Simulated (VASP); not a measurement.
Consider the following.

```xyz
3
Lattice="0.0000 2.4963 2.4963 2.4963 0.0000 2.4963 2.4963 2.4963 0.0000" Properties=species:S:1:pos:R:3 pbc="T T T"
Zr     0.0000     0.0000     0.0000
O      1.2481     1.2481     1.2481
O      3.7444     3.7444     3.7444
```

Computed with rev-vdW-DF2, VASP's PBE PAW potentials (set 64) (plane waves; VASP 6.6.1). Numerical set-up: 520 eV cut-off, 8×8×8 Γ-centred mesh, Gaussian smearing of 0.050 eV, potentials Zr_sv O.

Q: Predict the energy per atom (σ→0), pressure, band gap (on the k-mesh) with the smallest direct gap where there is one.

A: 
```json
{
  "band gap (on the k-mesh)": "3.50 eV",
  "smallest direct gap (on the k-mesh)": "3.97 eV",
  "energy per atom (σ→0)": "-7.945 eV/atom",
  "pressure": "17.28 GPa"
}
```

Total energies compare only between runs with the same potentials, cut-off and functional.

The compound is ZrO2 in the fluorite structure, the high-temperature cubic form, which is unstable at 0 K; the monoclinic form is the stable one. This cell is one point of a volume scan, at 0.94 of the reference volume.
